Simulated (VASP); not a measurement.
All values below come from PBEsol GGA, VASP's PBE PAW potentials (set 64) (plane waves; VASP).

VASP ran on this input.

File POSCAR:
```
PbSe
1
    0.0000000000     3.0600000000     3.0600000000
    3.0600000000     0.0000000000     3.0600000000
    3.0600000000     3.0600000000     0.0000000000
Pb Se
1 1
Direct
  0.0000000000   0.0000000000   0.0000000000
  0.5000000000   0.5000000000   0.5000000000
```

**KPOINTS**
```
Automatic mesh
0
Gamma
  7 7 7
```

### INCAR
```
SYSTEM = PbSe
PREC = Accurate
ENCUT = 400
EDIFF = 1E-6
NELM = 100
ALGO = Normal
LREAL = .FALSE.
LASPH = .TRUE.
ISMEAR = 0
SIGMA = 0.05
GGA = PS
LMAXMIX = 4
LWAVE = .FALSE.
LCHARG = .FALSE.
IBRION = 2
ISIF = 3
NSW = 60
EDIFFG = -0.01
```

POTCAR, in this order: Pb_d Se (PBE.64 set). Program: vasp_std.

Problem. What does the run give for the energy per atom (σ→0), volume per atom?

Solution. 
```yaml
energy per atom (σ→0): -430.3 kJ/mol of atoms
volume_per_atom: 28.37 Å^3/atom
```

**OSZICAR**
```
...
   2 F= -.89196066E+01 E0= -.89196066E+01  d E =-.787790E-03
       N       E                     dE             d eps       ncg     rms          rms(c)
DAV:   1    -0.892281921995E+01   -0.32128E-02   -0.97147E-02   686   0.579E+00    0.295E-01
DAV:   2    -0.892019652311E+01    0.26227E-02   -0.53766E-03   692   0.138E+00    0.108E-01
DAV:   3    -0.891976041843E+01    0.43610E-03   -0.19642E-03   680   0.780E-01    0.194E-02
DAV:   4    -0.891976113670E+01   -0.71827E-06   -0.45000E-05   560   0.743E-02    0.687E-03
DAV:   5    -0.891976014122E+01    0.99548E-06   -0.68666E-06   660   0.405E-02
   3 F= -.89197601E+01 E0= -.89197601E+01  d E =-.941282E-03
```

The compound is PbSe in the rock salt structure. This run relaxes it. Symmetry was kept, so distortions that lower it aren't found.
